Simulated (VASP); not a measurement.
## NiF: relaxation of cell and atoms with LDA

NiF:

```
CELL_PARAMETERS angstrom
0.00000 2.33484 2.33484
2.33484 0.00000 2.33484
2.33484 2.33484 0.00000
ATOMIC_POSITIONS crystal
Ni 0.00000 0.00000 0.00000
F 0.75000 0.75000 0.75000
```

The cell was built by a generator and needn't be a form met in nature.

```json
{"Program": "VASP 6.6.1", "Task": "relaxation of cell and atoms", "Functional": "LDA", "Potentials or basis": "VASP PAW LDA potentials, release 64 (Ni, F)", "Cutoff": "600 eV", "k mesh": "7 × 7 × 7", "Occupations": "fermi-dirac, width 0.05 eV", "Spin": "collinear spin, ferromagnetic start", "Starting moments": "[1.0, 0.0] μB", "Target pressure": "5 GPa", "Further INCAR settings": "ALGO = Fast; EDIFF = 1e-06; IBRION = 2; EDIFFG = -0.01; NSW = 40; ISIF = 3"}
```

* Relaxed volume: 11.64 Å³/atom
* Relaxed cell: a = 3.205 Å, b = 3.205 Å, c = 3.205 Å, α = 60.00°, β = 60.00°, γ = 60.00°
* Space group after relaxing (to 0.05 Å): F-43m (No. 216)
* Energy change on relaxing (the enthalpy is what falls): -0.7 meV/atom
* Ionic steps: 3
* Pressure after relaxing: 4.9 GPa
* Band gap on the k mesh: none (metal or under the smearing width)
* Net moment: 1.13 μB per cell
* Site moments: Ni +1.07; F +0.09 μB
* Valence electrons inside the program's atomic spheres: Ni 9.09; F 6.06

The path:
```
step  energy change (eV)  largest force (eV/Å)  pressure (GPa)  volume (Å³)
   1              0.0000                0.0000           -4.37        25.46
   2              0.0168                0.0000            7.75        22.81
   3             -0.0013                0.0000            4.94        23.27
```

Final structure:
```
CELL_PARAMETERS angstrom
0.00000 2.26601 2.26601
2.26601 0.00000 2.26601
2.26601 2.26601 0.00000
ATOMIC_POSITIONS crystal
Ni 0.00000 0.00000 0.00000
F 0.75000 0.75000 0.75000
```

Levels at points of the mesh, in eV from the Fermi level:
Spin up:
| k point | band 6 | band 7 | band 8 | band 9 | band 10 | band 11 | band 12 | band 13 |
| --- | --- | --- | --- | --- | --- | --- | --- | --- |
| (0.00, 0.00, 0.00) | -1.71 | -1.71 | -0.60 | -0.60 | -0.60 | 13.36 | 13.36 | 13.36 |
Spin down:
| k point | band 6 | band 7 | band 8 | band 9 | band 10 | band 11 |
| --- | --- | --- | --- | --- | --- | --- |
| (0.00, 0.00, 0.00) | -0.92 | -0.92 | 0.44 | 0.44 | 0.44 | 13.49 |

It took 22 s on 1 thread of Intel(R) Xeon(R) 6975P-C (Granite Rapids), with other jobs on the host, peak memory 0.16 GiB.

Caveat: the cell is relaxed towards a set pressure, so the enthalpy falls and the energy may rise; a cell with one magnetic atom can't hold antiferromagnetic order, which such compounds often take; semilocal functionals often make such compounds metallic where correlation or magnetic order opens a gap, which also shifts bond lengths. With open d or f shells a metallic result of LDA can be an artefact of self-interaction; +U or a hybrid may open a gap.
